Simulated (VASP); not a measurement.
# Ga11FeAs12 (a cell with a defect) in VASP: further runs, part 2 of 3

VASP 6.6.1. Earlier steps stand in the parts before.

### Step 3. Single point, PBEsol+U, collinear spin, ferromagnetic start

Input file INCAR:

```
PREC     = Accurate       # precision mode
ENCUT    = 350            # plane-wave cutoff, eV
EDIFF    = 1E-5           # SCF threshold, eV
ISMEAR   = 0              # smearing method
SIGMA    = 0.03           # smearing width, eV
LREAL    = Auto         
LASPH    = True           # aspherical terms in the spheres
NELM     = 120            # most SCF steps
ALGO     = Normal         # electronic algorithm
ISIF     = 2              # what is computed and relaxed
LWAVE    = False          # write WAVECAR
LCHARG   = False          # write CHGCAR
ISPIN    = 2              # spin polarisation
MAGMOM   = 1 0 0 0 0 0 0 0 0 0 0 0 0 0 0 0 0 0 0 0 0 0 0 0 # initial moments
LORBIT   = 11             # projections on sites
LMAXMIX  = 4              # l up to which the mixer works
LDAU     = True           # DFT+U
LDAUTYPE = 2            
LDAUL    = 2 -1 -1        # shell
LDAUU    = 4 0 0          # U, eV
LDAUJ    = 0 0 0        
LDAUPRINT= 1            
GGA      = PS             # functional
ISYM     = 0            
KPAR     = 2
```

Input file KPOINTS:

```
Automatic mesh
0
Gamma
  2 2 2
```

Input file POSCAR:

```
Ga11FeAs12                              
1.0
    0.0000000000      8.4805500000      8.4805500000
    5.6537000000      0.0000000000      5.6537000000
    5.6537000000      5.6537000000      0.0000000000
  Fe              Ga              As            
     1    11    12
Direct
     0.0001236770320163    0.0003210635346347    0.9988378040822601
     0.0017603047822878    0.0018455344778492    0.4972535483073330
     0.0021810446460228    0.4984009433385090    0.9991623853322161
     0.0012371421386822    0.4993053131147263    0.4969336992046691
     0.3307539490362756    0.0021169151136836    0.0007883389206927
     0.3304448791241477    0.0031605963798808    0.4993294760762892
     0.3304851968920463    0.5021364166484964    0.0000296182585594
     0.3317461266205118    0.5016549900408542    0.5000420415787065
     0.6679353996276496    0.0011554139548713    0.0003043659904625
     0.6662346969011008    0.0022054143060316    0.4969559938780672
     0.6662204826103773    0.4975882168917340    0.0004317322837460
     0.6668156055133927    0.5010414677311622    0.4983755028989655
     0.0806526472451462    0.1217615117209292    0.1204669939412466
     0.0811824939939171    0.1224454867727146    0.6341494794063460
     0.0811015710643681    0.6355982981264048    0.1201935855697000
     0.0823270443172201    0.6263678345045124    0.6238600760376336
     0.4173935061483693    0.1259014670373968    0.1231873652614964
     0.4160357137720279    0.1259054897589489    0.6246424009212885
     0.4160608750300048    0.6259994681651715    0.1241825330402930
     0.4168497159842656    0.6265957692447722    0.6234603227036738
     0.7573214060113430    0.1217899397606219    0.1211354150997574
     0.7508446448647668    0.1250704982423066    0.6238807239369918
     0.7512266002183133    0.6248550289537763    0.1224299060579724
     0.7505542764257335    0.6257239221800157    0.6239436912116519
```

Potentials or basis: VASP PAW PBE potentials, release 64 (Fe, Ga_d, As).

Run with:

```sh
> cat potpaw_PBE.64/Fe/POTCAR potpaw_PBE.64/Ga_d/POTCAR potpaw_PBE.64/As/POTCAR > POTCAR
> mpirun -np 4 vasp_std > vasp.out
```

OUTCAR:

```text
PREC = Accurate
   ENCUT = 350
   EDIFF = 1E-5
   ISMEAR = 0
   LREAL = Auto
   LASPH = True
   NELM = 120
   ISIF = 2
   ISPIN = 2
   LORBIT = 11
   GGA = PS
   ISYM = 0

 ion  position               nearest neighbor table
   1  0.000  0.000  0.999-  13 2.38  21 2.38  14 2.38  15 2.38
   2  0.002  0.002  0.497-  16 2.45  22 2.46  14 2.46  13 2.46
   3  0.002  0.498  0.999-  16 2.45  23 2.46  15 2.46  13 2.46
   4  0.001  0.499  0.497-  16 2.45  24 2.45  15 2.46  14 2.46
   5  0.331  0.002  0.001-  13 2.45  19 2.46  18 2.46  17 2.46
   6  0.330  0.003  0.499-  14 2.44  17 2.46  18 2.46  20 2.46
[... 16 lines left out ...]
  23  0.751  0.625  0.122-  12 2.45   9 2.46   3 2.46  11 2.46
  24  0.751  0.626  0.624-  12 2.45   4 2.45  10 2.46  11 2.46

IMPORTANT INFORMATION: All symmetrisations will be switched off!
NOSYMM: (Re-)initialisation of all symmetry stuff for point group C_1.

----------------------------------------------------------------------------------------

                                     Primitive cell

  volume of cell :     542.1501

  direct lattice vectors                    reciprocal lattice vectors
     0.000000000  8.480550000  8.480550000    -0.058958440  0.058958440  0.058958440
     5.653700000  0.000000000  5.653700000     0.088437660 -0.088437660  0.088437660
     5.653700000  5.653700000  0.000000000     0.088437660  0.088437660 -0.088437660

  length of vectors
    11.993308826  7.995539218  7.995539218     0.102119014  0.153178521  0.153178521

  position of ions in fractional coordinates (direct lattice)
     0.000123677  0.000321064  0.998837804
     0.001760305  0.001845534  0.497253548
     0.002181045  0.498400943  0.999162385
     0.001237142  0.499305313  0.496933699
     0.330753949  0.002116915  0.000788339
     0.330444879  0.003160596  0.499329476
[... 16 lines left out ...]
     0.751226600  0.624855029  0.122429906
     0.750554276  0.625723922  0.623943691

  ion indices of the primitive-cell ions
   primitive index   ion index
                 1           1
                 2           2
                 3           3
                 4           4
                 5           5
                 6           6
[... 16 lines left out ...]
                23          23
                24          24

----------------------------------------------------------------------------------------

 KPOINTS: Automatic mesh

Automatic generation of k-mesh.
 Grid dimensions read from file:
 generate k-points for:    2    2    2

 Generating k-lattice:

  Cartesian coordinates                     Fractional coordinates (reciprocal lattice)
    -0.029479220  0.029479220  0.029479220     0.500000000  0.000000000  0.000000000
[... 108 lines left out ...]
  o =  0.0578  v =  0.0000  0.0000  0.0000  0.0000  0.0000  0.0755 -0.2138  0.8348 -0.3229  0.3840      0.0000  0.0000  0.0000  0.0000  0.0000  0.0000  0.0000  0.0000  0.0000  0.0000
  o =  0.2443  v =  0.0000  0.0000  0.0000  0.0000  0.0000  0.5582  0.8087  0.1194 -0.1375 -0.0346      0.0000  0.0000  0.0000  0.0000  0.0000  0.0000  0.0000  0.0000  0.0000  0.0000
  o =  0.2555  v =  0.0000  0.0000  0.0000  0.0000  0.0000  0.6783 -0.3737  0.0837  0.6271  0.0039      0.0000  0.0000  0.0000  0.0000  0.0000  0.0000  0.0000  0.0000  0.0000  0.0000
  o =  0.7986  v =  0.0000  0.0000  0.0000  0.0000  0.0000 -0.4705  0.3926  0.3667  0.6933  0.0969      0.0000  0.0000  0.0000  0.0000  0.0000  0.0000  0.0000  0.0000  0.0000  0.0000
  o =  0.9305  v =  0.4186 -0.3641 -0.3519 -0.7384 -0.1522  0.0000  0.0000  0.0000  0.0000  0.0000      0.0000  0.0000  0.0000  0.0000  0.0000  0.0000  0.0000  0.0000  0.0000  0.0000
  o =  0.9400  v =  0.5311  0.6160 -0.4892  0.1767  0.2607  0.0000  0.0000  0.0000  0.0000  0.0000      0.0000  0.0000  0.0000  0.0000  0.0000  0.0000  0.0000  0.0000  0.0000  0.0000
  o =  0.9453  v = -0.0818  0.0438 -0.3889  0.2961 -0.8674  0.0000  0.0000  0.0000  0.0000  0.0000      0.0000  0.0000  0.0000  0.0000  0.0000  0.0000  0.0000  0.0000  0.0000  0.0000
[... 9 lines left out ...]
  ---------------------------------------------------
  free energy    TOTEN  =      -109.32184918 eV

  energy without entropy =     -109.31976275  energy(sigma->0) =     -109.32080597

 E-fermi :   3.6824     XC(G=0):  -9.7529

 val. band max:        3.6788472742   @ k =   0.0000   0.5000   0.0000
 cond. band min:       3.6859315062   @ k =   0.0000   0.5000   0.5000
 fundamental gap:      0.0070842320
 Fermi energy:         3.6823893976

 spin component 1

 k-point     1 :       0.0000    0.0000    0.0000
  band No.  band energies     occupation
      1     -11.1787      1.00000
      2     -11.1621      1.00000
      3     -11.1562      1.00000
      4     -11.1560      1.00000
      5     -11.1544      1.00000
      6     -11.1464      1.00000
[... 949 lines left out ...]
    116       6.4960      0.00000
    117       6.5053      0.00000
 Fermi energy:         3.6823893976

 spin component 2

 k-point     1 :       0.0000    0.0000    0.0000
  band No.  band energies     occupation
      1     -11.1779      1.00000
      2     -11.1608      1.00000
      3     -11.1549      1.00000
      4     -11.1546      1.00000
      5     -11.1517      1.00000
      6     -11.1443      1.00000
[... 949 lines left out ...]
    116       6.7969      0.00000
    117       6.8355      0.00000
 [bands above 117 left out]

------------------------ aborting loop because EDIFF is reached ----------------------------------------

  FORCE on cell =-STRESS in cart. coord.  units (eV):
  Direction    XX          YY          ZZ          XY          YZ          ZX
  --------------------------------------------------------------------------------------
  -------------------------------------------------------------------------------------
  Total        0.1318246      0.4957325      0.2751370      0.8171410     -0.6511238      0.5815917
  in kB        0.3895719      1.4650027      0.8130927      2.4148382     -1.9242194      1.7187364
  external PRESSURE =       0.8892225 kB  Pullay stress =       0.0000000 kB

 VOLUME and BASIS-vectors are now :
 -----------------------------------------------------------------------------
  energy-cutoff  :      350.00
  volume of cell :      542.15
      direct lattice vectors                 reciprocal lattice vectors
     0.000000000  8.480550000  8.480550000    -0.058958440  0.058958440  0.058958440
     5.653700000  0.000000000  5.653700000     0.088437660 -0.088437660  0.088437660
     5.653700000  5.653700000  0.000000000     0.088437660  0.088437660 -0.088437660

 POSITION                                       TOTAL-FORCE (eV/Angst)
 -----------------------------------------------------------------------------------
      5.64894      5.64818      0.00286        -0.029032     -0.007536      0.006242
      2.82176      2.82625      0.02536         0.079357     -0.049666      0.025862
      8.46677      5.66746      2.83631         0.062919      0.027125     -0.080708
      5.63244      2.82001      2.83341         0.002653     -0.036592     -0.052639
      0.01643      2.80943      2.81694        -0.025467      0.043369      0.045594
      2.84093      5.62541      2.82022        -0.058887      0.069335      0.063578
[... 16 lines left out ...]
      4.22492      7.06300      9.90356         0.033500      0.004348     -0.008369
      7.06525      9.89270      9.90277        -0.001789     -0.018496     -0.011421
 -----------------------------------------------------------------------------------
    total drift:                                0.002649     -0.012201      0.004365

  FREE ENERGIE OF THE ION-ELECTRON SYSTEM (eV)
  ---------------------------------------------------
  free  energy   TOTEN  =      -109.3218491810 eV

  energy  without entropy=     -109.3197627504  energy(sigma->0) =     -109.32080597

 total charge

# of ion       s       p       d       tot
------------------------------------------
    1        0.446   0.476   6.083   7.005
    2        0.883   0.792   9.989  11.663
    3        0.881   0.794   9.989  11.664
    4        0.881   0.791   9.990  11.661
    5        0.877   0.802   9.991  11.670
    6        0.876   0.803   9.991  11.670
[... 16 lines left out ...]
   23        1.206   1.594   0.030   2.830
   24        1.206   1.596   0.030   2.832
--------------------------------------------------
tot         24.611  28.389 116.355 169.355

 magnetization (x)

# of ion       s       p       d       tot
------------------------------------------
    1        0.030   0.073   3.316   3.420
    2        0.001   0.008  -0.000   0.008
    3        0.004   0.009  -0.000   0.013
    4        0.002   0.010  -0.001   0.011
    5        0.005   0.010   0.000   0.015
    6        0.003   0.007   0.000   0.010
[... 16 lines left out ...]
   23        0.000  -0.004  -0.000  -0.004
   24        0.000  -0.006  -0.000  -0.006
--------------------------------------------------
tot          0.067   0.106   3.329   3.502
```

Run time: 15 min. Hardware: 4 MPI ranks of AMD EPYC 9R45 (Zen 5), shared host; peak memory 0.54 GiB.

Results:

```
Free energy                                           : -109.3218 eV
Pressure                                              : 0.1 GPa
Largest force                                         : 0.585 eV/Å
Band gap on the k mesh                                : none (metal or under the smearing width)
Net moment                                            : 3.74 μB per cell
Site moments                                          : Fe +3.42; Ga +0.01, -0.00; As -0.00, +0.00, -0.01, +0.01 μB
Valence electrons inside the program's atomic spheres : Fe 7.00; Ga 11.66, 11.67, 11.68; As 2.83, 2.84, 2.85
```

Forces on the atoms (eV/Å):
```
Fe  -0.029 -0.008  0.006
Ga   0.079 -0.050  0.026
Ga   0.063  0.027 -0.081
Ga   0.003 -0.037 -0.053
Ga  -0.025  0.043  0.046
Ga  -0.059  0.069  0.064
Ga  -0.068  0.071  0.050
Ga  -0.070  0.053  0.061
Ga  -0.032 -0.006  0.009
Ga  -0.022  0.033  0.027
Ga  -0.024  0.016  0.032
Ga  -0.039  0.039  0.030
As   0.267  0.295  0.206
As  -0.296 -0.397  0.312
As  -0.209  0.306 -0.298
As  -0.037  0.018  0.039
As   0.037 -0.048 -0.052
As   0.027 -0.039 -0.032
As   0.036 -0.033 -0.036
As   0.045 -0.042 -0.048
As   0.314 -0.281 -0.294
As   0.007 -0.018  0.004
As   0.034  0.004 -0.008
As  -0.002 -0.018 -0.011
```

Stress tensor (GPa, compression positive):
```
 0.04  0.24  0.17
 0.24  0.15 -0.19
 0.17 -0.19  0.08
```

Eigenvalues of the final occupation matrices:
```csv
site,spin,trace,eigenvalues
site 1 d,1,4.71,0.93 0.94 0.95 0.95 0.95
site 1 d,2,1.40,0.04 0.06 0.24 0.26 0.80
```

Caveat: the k mesh is coarse (spacing up to 0.48 Å⁻¹), so the values aren't converged; the cutoff is under 1.25 times the usual one of these potentials, so pressure, stress and relaxed cells hold a basis-set (Pulay) error; the PAW data sets were made with another functional, which shifts forces and pressure a little; only a ferromagnetic start was run, and an antiferromagnetic order may lie lower in energy; the U is typed as a test and isn't derived for this compound. The state reached can hang on the start; a lower one may exist.

### Step 4. Single point, PBEsol+U, collinear spin, ferromagnetic start

INCAR: that of step 3 with these lines changed.

```diff
@@ -15,2 +15,3 @@
 LORBIT   = 11             # projections on sites
+NUPDOWN  = 1              # fixed moment
 LMAXMIX  = 4              # l up to which the mixer works
@@ -19,3 +20,3 @@
 LDAUL    = 2 -1 -1        # shell
-LDAUU    = 4 0 0          # U, eV
+LDAUU    = 6 0 0          # U, eV
 LDAUJ    = 0 0 0
```

KPOINTS is that of step 3.

POSCAR is that of step 3.

Run with:

```sh
> cat potpaw_PBE.64/Fe/POTCAR potpaw_PBE.64/Ga_d/POTCAR potpaw_PBE.64/As/POTCAR > POTCAR
> mpirun -np 4 vasp_std > vasp.out
```

It took 7.6 min on 4 MPI ranks of AMD EPYC 9R45 (Zen 5), shared host; peak memory 0.53 GiB.

Results (log left out):

| Property | Result |
| --- | --- |
| Free energy | -107.8634 eV |
| Pressure | -0.1 GPa |
| Largest force | 0.280 eV/Å |
| Net moment | 1.00 μB per cell |
| Site moments | Fe +2.52; Ga -0.02, -0.01; As -0.16, -0.15, -0.01, -0.06, -0.03, -0.02, -0.12 μB |
| Valence electrons inside the program's atomic spheres | Fe 7.27; Ga 11.67; As 2.81, 2.82, 2.84, 2.83 |

Forces on the atoms (eV/Å):
```
Fe   0.008 -0.011 -0.012
Ga  -0.008 -0.004  0.038
Ga   0.003  0.036 -0.005
Ga  -0.043  0.009  0.000
Ga   0.031 -0.017 -0.013
Ga   0.004 -0.027 -0.009
Ga   0.006 -0.008 -0.031
Ga  -0.003 -0.004  0.004
Ga   0.033  0.004  0.014
Ga  -0.015 -0.037  0.015
Ga  -0.011  0.017 -0.032
Ga   0.001 -0.005 -0.008
As   0.146  0.162  0.162
As  -0.153 -0.149  0.154
As  -0.155  0.153 -0.139
As   0.008  0.007  0.003
As  -0.009  0.016  0.006
As  -0.004  0.009  0.003
As  -0.002  0.001  0.013
As  -0.010  0.012  0.003
As   0.158 -0.166 -0.161
As  -0.003  0.003 -0.006
As   0.011 -0.002 -0.001
As   0.008  0.000  0.001
```

Stress tensor (GPa, compression positive):
```
-0.14  0.06  0.06
 0.06 -0.13 -0.05
 0.06 -0.05 -0.12
```

Eigenvalues of the final occupation matrices:
```tsv
site	spin	trace	eigenvalues
site 1 d	1	4.51	0.88 0.88 0.90 0.93 0.93
site 1 d	2	1.99	0.07 0.07 0.07 0.89 0.89
```

Caveat: the k mesh is coarse (spacing up to 0.48 Å⁻¹), so the values aren't converged; the cutoff is under 1.25 times the usual one of these potentials, so pressure, stress and relaxed cells hold a basis-set (Pulay) error; the PAW data sets were made with another functional, which shifts forces and pressure a little; the total moment is fixed, so each spin has its own Fermi level; the U is typed as a test and isn't derived for this compound. The state reached can hang on the start; a lower one may exist.

### Step 5. Single point, PBEsol+U, collinear spin, ferromagnetic start

INCAR: that of step 4 with these lines changed.

```diff
@@ -20,3 +20,3 @@
 LDAUL    = 2 -1 -1        # shell
-LDAUU    = 6 0 0          # U, eV
+LDAUU    = 4 0 0          # U, eV
 LDAUJ    = 0 0 0        
@@ -25,2 +25,2 @@
 ISYM     = 0            
-KPAR     = 2
+KPAR     = 4
```

Input file KPOINTS:

```
Automatic mesh
0
Gamma
  2 3 3
```

POSCAR is that of step 4.

Run with:

```sh
> cat potpaw_PBE.64/Fe/POTCAR potpaw_PBE.64/Ga_d/POTCAR potpaw_PBE.64/As/POTCAR > POTCAR
> mpirun -np 4 vasp_std > vasp.out
```

It took 10 min on 4 MPI ranks of AMD EPYC 9R45 (Zen 5), shared host; peak memory 0.96 GiB.

The run converged. Its results:

- Free energy: -109.5508 eV
- Pressure: -0.4 GPa
- Largest force: 0.134 eV/Å
- Net moment: 1.00 μB per cell
- Site moments: Fe +2.33; Ga -0.01, -0.02, -0.00; As -0.14, -0.13, -0.02, -0.06, -0.03 μB
- Valence electrons inside the program's atomic spheres: Fe 7.20; Ga 11.67, 11.68; As 2.81, 2.82, 2.83

Forces in eV/Å, atoms in the order of the input:
```
Fe  -0.032  0.034  0.032
Ga   0.010  0.029  0.121
Ga   0.020  0.119  0.028
Ga  -0.113  0.011  0.001
Ga  -0.022  0.013  0.017
Ga  -0.021  0.059  0.002
Ga  -0.019  0.003  0.056
Ga  -0.015  0.037  0.044
Ga  -0.069  0.045  0.055
Ga  -0.042  0.082  0.041
Ga  -0.039  0.044  0.088
Ga  -0.031  0.049  0.045
As   0.064 -0.051 -0.053
As   0.048 -0.098 -0.078
As   0.048 -0.080 -0.087
As   0.015 -0.017 -0.020
As   0.062 -0.036 -0.045
As   0.009 -0.059 -0.019
As   0.011 -0.021 -0.056
As   0.031 -0.038 -0.047
As   0.008 -0.013 -0.009
As   0.017 -0.047 -0.039
As   0.031 -0.035 -0.051
As   0.028 -0.030 -0.029
```

Eigenvalues of the final occupation matrices:
| site | spin | trace | eigenvalues |
| --- | --- | --- | --- |
| site 1 d | 1 | 4.37 | 0.83 0.86 0.86 0.91 0.91 |
| site 1 d | 2 | 2.05 | 0.11 0.11 0.11 0.86 0.87 |

Caveat: the cutoff is under 1.25 times the usual one of these potentials, so pressure, stress and relaxed cells hold a basis-set (Pulay) error; the PAW data sets were made with another functional, which shifts forces and pressure a little; the total moment is fixed, so each spin has its own Fermi level; the U is typed as a test and isn't derived for this compound.

(Part 2 of 3 ends here.)
